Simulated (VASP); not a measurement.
These are PBEsol GGA, VASP's PBE PAW potentials (set 64) (plane waves; VASP) values and carry that method's errors.

Input for VASP

**POSCAR**
```
YSb
3.745540
  0.9999998839   0.0000000000   0.0000000000
  0.0000000000   0.9999998839   0.0000000000
  0.0000000000   0.0000000000   0.9999998839
Y Sb
1 1
Cartesian
  0.0000000000   0.0000000000   0.0000000000
  0.4999999419   0.4999999419   0.4999999419
```

**INCAR**
```
SYSTEM = YSb
PREC = Accurate; ENCUT = 400; LREAL = .False.
LASPH = .True.
EDIFF = 1E-7; NELM = 100; ALGO = Normal
LMAXMIX = 4
ISMEAR = -5
GGA = PS
ISIF = 2
LWAVE = .False.; LCHARG = .True.; LORBIT = 11
NEDOS = 601
```

### KPOINTS
```
Automatic mesh
0
Gamma
11 11 11
0 0 0
```

POTCAR, in this order: Y_sv Sb (PBE.64 set). Program: vasp_std.

What VASP printed:

**OSZICAR**
```
       N       E                     dE             d eps       ncg     rms          rms(c)
DAV:   1     0.422469464612E+02    0.42247E+02   -0.64384E+03  1344   0.999E+02
DAV:   2    -0.112757674889E+02   -0.53523E+02   -0.50495E+02  1608   0.197E+02
DAV:   3    -0.138252510491E+02   -0.25495E+01   -0.24734E+01  1916   0.340E+01
DAV:   4    -0.139253829875E+02   -0.10013E+00   -0.10040E+00  1872   0.697E+00
DAV:   5    -0.139280475649E+02   -0.26646E-02   -0.26779E-02  1904   0.935E-01    0.228E+01
DAV:   6    -0.131736367484E+02    0.75441E+00   -0.16909E+00  1620   0.705E+00    0.169E+01
DAV:   7    -0.131532027405E+02    0.20434E-01   -0.55191E-01  1988   0.418E+00    0.573E+00
DAV:   8    -0.131360461421E+02    0.17157E-01   -0.16156E-01  1612   0.232E+00    0.371E-01
DAV:   9    -0.131372094420E+02   -0.11633E-02   -0.41551E-02  1612   0.108E+00    0.267E-01
DAV:  10    -0.131344070598E+02    0.28024E-02   -0.63682E-03  1612   0.504E-01    0.271E-01
DAV:  11    -0.131347112150E+02   -0.30416E-03   -0.41496E-04  1720   0.171E-01    0.367E-02
DAV:  12    -0.131348675734E+02   -0.15636E-03   -0.10807E-04  1636   0.663E-02    0.540E-02
DAV:  13    -0.131348864210E+02   -0.18848E-04   -0.48438E-06  1932   0.150E-02    0.267E-02
DAV:  14    -0.131348780819E+02    0.83391E-05   -0.59920E-07  1604   0.711E-03    0.176E-02
DAV:  15    -0.131348752211E+02    0.28608E-05   -0.40859E-08   976   0.176E-03    0.147E-02
DAV:  16    -0.131348859639E+02   -0.10743E-04   -0.24237E-07  1324   0.359E-03    0.234E-04
DAV:  17    -0.131348859706E+02   -0.66357E-08   -0.81666E-09   796   0.718E-04
   1 F= -.13134886E+02 E0= -.13134886E+02  d E =0.000000E+00
```

### OUTCAR
```
------------------------ aborting loop because EDIFF is reached ----------------------------------------
  FORCE on cell =-STRESS in cart. coord.  units (eV):
  Direction    XX          YY          ZZ          XY          YZ          ZX
  --------------------------------------------------------------------------------------
  Total        0.0766599      0.0766599      0.0766599      0.0000000      0.0000000      0.0000000
  in kB        2.3374131      2.3374131      2.3374131      0.0000000      0.0000000      0.0000000
  external PRESSURE =       2.3374131 kB  Pullay stress =       0.0000000 kB
  volume of cell :       52.55
      direct lattice vectors                 reciprocal lattice vectors
     3.745539565  0.000000000  0.000000000     0.266984231  0.000000000  0.000000000
     0.000000000  3.745539565  0.000000000     0.000000000  0.266984231  0.000000000
     0.000000000  0.000000000  3.745539565     0.000000000  0.000000000  0.266984231
 POSITION                                       TOTAL-FORCE (eV/Angst)
 -----------------------------------------------------------------------------------
      0.00000      0.00000      0.00000         0.000000      0.000000      0.000000
      1.87277      1.87277      1.87277         0.000000      0.000000      0.000000
 -----------------------------------------------------------------------------------
    total drift:                               -0.000000      0.000000      0.000000
  FREE ENERGIE OF THE ION-ELECTRON SYSTEM (eV)
  ---------------------------------------------------
  free  energy   TOTEN  =       -13.1348859706 eV

  energy  without entropy=      -13.1348859706  energy(sigma->0) =      -13.13488597

 total charge

# of ion       s       p       d       f       tot
--------------------------------------------------
    1        2.190   6.265   0.984   0.029   9.469
    2        1.140   1.360   0.025   0.000   2.526
--------------------------------------------------
tot          3.331   7.626   1.009   0.029  11.995
```
(Selected blocks of OUTCAR.)

For a metal the tetrahedron method with Blöchl corrections gives inexact stress and forces.

The structure was generated: YSb was put into the CsCl type type (Pm-3m), which need not be its known phase. It was relaxed first, which changed the volume by -33 %.
